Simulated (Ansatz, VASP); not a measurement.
TaSiO4 in VASP and in Ansatz

```
Ta Si O
1.0
     0.00000    3.10890    3.10890
     3.10890    0.00000    3.10890
     3.10890    3.10890    0.00000
Ta Si O
1 1 4
Direct
  0.25000 0.25000 0.25000
  0.00000 0.00000 0.00000
  0.12892 0.62369 0.62369
  0.62369 0.62369 0.62369
  0.62369 0.12892 0.62369
  0.62369 0.62369 0.12892
```

Change from the starting cell: species swapped into the DyCu4Pd type (F-43m, No. 216).

Alike in both runs: functional PBE; k mesh 10 × 10 × 10; occupations gaussian, width 0.1 eV; no spin polarisation.

Ansatz relaxed the structure, and its values are those at the end. VASP's run is a single point on that final structure, the one shown.

```csv
,VASP,Ansatz
version,VASP 6.6.1,Ansatz 0.2.0
potentials or method,"VASP PAW PBE potentials, release 64 (Ta_pv, Si, O)","scalar-relativistic, plane waves, PAW"
plane-wave cutoff (eV),520,420
valence electrons in the cell,39,41
```

|  | VASP | Ansatz | Ansatz less VASP |
| --- | --- | --- | --- |
| gap on the k mesh at the Fermi level (eV) | none | none | - |
| pressure (GPa) | -0.1 | 0.0 | +0.10 |
| rms of the force components (eV/Å) | 0.007 | 0.008 | +0.0004 |

A gap of «none» marks a metal or a gap that the smearing closes. The two sets of potentials don't hold the same shells in valence.

Caveats: an odd number of electrons without spin polarisation forces a metal; a magnetic or distorted state may lie lower. Spin-orbit coupling is left out, which matters for the levels of Ta.
